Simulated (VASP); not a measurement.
A convergence study with VASP on HfN (space group no. 225 when undisturbed): a few settings are varied, all else stays as given below, so the limit is that of these other settings. One atom is moved off its site, so that forces are finite.

```yaml
crystal:
  lattice:
    - [0.00000, 2.24870, 2.24870]
    - [2.24870, 0.00000, 2.24870]
    - [2.24870, 2.24870, 0.00000]
  atoms:
    - { symbol: Hf, position: [0.01112, 0.01112, 0.98888] }
    - { symbol: N, position: [0.50000, 0.50000, 0.50000] }
```

Computed with PBEsol GGA, VASP's PBE PAW potentials (set 64) (plane waves; VASP). The last row used: 400 eV cut-off, 13×13×13 Γ-centred mesh, Fermi-Dirac smearing of 0.10 eV, potentials Hf_pv N.

```tsv
setting	E (eV/atom)	pressure (GPa)	largest force (eV/Å)	irreducible k-points
NBANDS = 8	(withheld)	(withheld)	(withheld)	196
NBANDS = 9	-11.4875	-4.21	0.600	196
NBANDS = 10	-11.4882	-4.23	0.613	196
NBANDS = 11	-11.4882	-4.23	0.613	196
NBANDS = 12	-11.4882	-4.23	0.613	196
NBANDS = 14	-11.4882	-4.23	0.613	196
NBANDS = 18	-11.4882	-4.23	0.613	196
NBANDS = 24	-11.4882	-4.20	0.613	196
NBANDS = 40	-11.4882	(withheld)	0.613	196
```

Problem. Fill in the missing entries.

Solution. 
- NBANDS = 8, E (eV/atom): -11.4861
- NBANDS = 8, pressure (GPa): -4.17
- NBANDS = 8, largest force (eV/Å): 0.569
- NBANDS = 40, pressure (GPa): -4.22

VASP warned of too few bands at NBANDS = 8; NBANDS = 9; NBANDS = 10.

Left out are rungs that failed or repeat a setting and relaxations that didn't move; long series are thinned to 24 rows.

The structure is a typed HfN crystal (space group no. 225). The cell was not relaxed at this level, it is distorted from the ideal structure. The electron count is odd and the run is not spin-polarised, which forces a metal. VASP warned that the highest band is occupied, so more bands are needed.
